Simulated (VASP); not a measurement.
Method: PBEsol GGA, VASP's PBE PAW potentials (set 64) (plane waves; VASP).

VASP input:

**KPOINTS**
```
Regular mesh
0
G
 8 8 8
```

**INCAR**
```
ALGO  =  Normal
EDIFF  =  1E-6
EDIFFG  =  -0.01
ENCUT  =  530
GGA  =  PS
IBRION  =  2
ISIF  =  3
ISMEAR  =  0
LASPH  =  .TRUE.
LCHARG  =  .FALSE.
LMAXMIX  =  4
LREAL  =  .FALSE.
LWAVE  =  .FALSE.
NELM  =  100
NSW  =  60
PREC  =  Accurate
SIGMA  =  0.05
SYSTEM  =  SrO
```

File POSCAR:
```
SrO
1
    0.0000000000     2.5800000000     2.5800000000
    2.5800000000     0.0000000000     2.5800000000
    2.5800000000     2.5800000000     0.0000000000
Sr O
1 1
Direct
  0.0000000000   0.0000000000   0.0000000000
  0.5000000000   0.5000000000   0.5000000000
```

POTCAR, in this order: Sr_sv O (PBE.64 set). Program: vasp_std.

Q: What will the output report for the number of irreducible k-points (NKPTS), largest plane-wave count, number of space-group operations, FFT grid (NGX, NGY, NGZ)?

A: 
```yaml
number of irreducible k-points (NKPTS): 29
largest_plane_wave_count: 961
number_of_space_group_operations: 48
FFT grid (NGX, NGY, NGZ): 28 × 28 × 28
```

The compound is SrO in the rock salt structure. This run relaxes it. Symmetry was kept, so distortions that lower it aren't found.
